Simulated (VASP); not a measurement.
Method: PBEsol GGA, VASP's PBE PAW potentials (set 64) (plane waves; VASP 6.6.1).

The input files of a VASP run:

### INCAR
```
SYSTEM = AlN
PREC = Accurate; ENCUT = 650; LREAL = .False.
LASPH = .True.
EDIFF = 1E-7; NELM = 100; ALGO = Normal
ISMEAR = 0; SIGMA = 0.05
GGA = PS
IBRION = 6; NSW = 1; ISIF = 3
POTIM = 0.015; NFREE = 2
LWAVE = .False.; LCHARG = .False.
```

POSCAR:
```
AlN
1
   -0.0000000000     2.1887657021     2.1887657021
    2.1887657021     0.0000000000     2.1887657021
    2.1887657021     2.1887657021    -0.0000000000
Al N
1 1
Direct
  0.0000000000   0.0000000000   0.0000000000
  0.2500000000   0.2500000000   0.2500000000
```

**KPOINTS**
```
Automatic mesh
0
Gamma
9 9 9
0 0 0
```

POTCAR, in this order: Al N (PBE.64 set). Program: vasp_std.

Output of the run:

File OUTCAR:
```
 ion  position               nearest neighbor table
   1  0.000  0.000  0.000-   2 1.90   2 1.90   2 1.90   2 1.90
   2  0.250  0.250  0.250-   1 1.90   1 1.90   1 1.90   1 1.90
  LATTYP: Found a face centered cubic cell.
 ALAT       =     4.3775314042
 Subroutine PRICEL returns:
 Original cell was already a primitive cell.
 Subroutine GETGRP returns: Found 24 space group operations
The static configuration has the point symmetry T_d .
The dynamic configuration has the point symmetry T_d .
 Subroutine INISYM returns: Found 24 space group operations
 Subroutine IBZKPT returns following result:
 Found     35 irreducible k-points:

 Following reciprocal coordinates:
            Coordinates               Weight
  0.000000  0.000000  0.000000      1.000000
  0.111111  0.000000  0.000000      8.000000
  0.222222  0.000000  0.000000      8.000000
  0.333333  0.000000  0.000000      8.000000
  0.444444  0.000000  0.000000      8.000000
  0.111111  0.111111  0.000000      6.000000
  0.222222  0.111111  0.000000     24.000000
  0.333333  0.111111  0.000000     24.000000
  0.444444  0.111111  0.000000     24.000000
...
```

### OUTCAR
```


 TOTAL ELASTIC MODULI (kBar)
 Direction    XX          YY          ZZ          XY          YZ          ZX
 --------------------------------------------------------------------------------
 XX        2881.4115   1592.5849   1592.5849     -0.0000      0.0000     -0.0000
 YY        1592.5849   2881.4115   1592.5849     -0.0000     -0.0000     -0.0000
 ZZ        1592.5849   1592.5849   2881.4115     -0.0000     -0.0000      0.0000
 XY          -0.0000     -0.0000     -0.0000   1802.7351      0.0000     -0.0000
 YZ           0.0000     -0.0000     -0.0000      0.0000   1802.7351      0.0000
 ZX          -0.0000     -0.0000      0.0000     -0.0000      0.0000   1802.7351
 --------------------------------------------------------------------------------
```
(Selected blocks of OUTCAR.)

The compound is AlN in the zinc blende structure, a metastable form; wurtzite is the usual one. It was relaxed first.
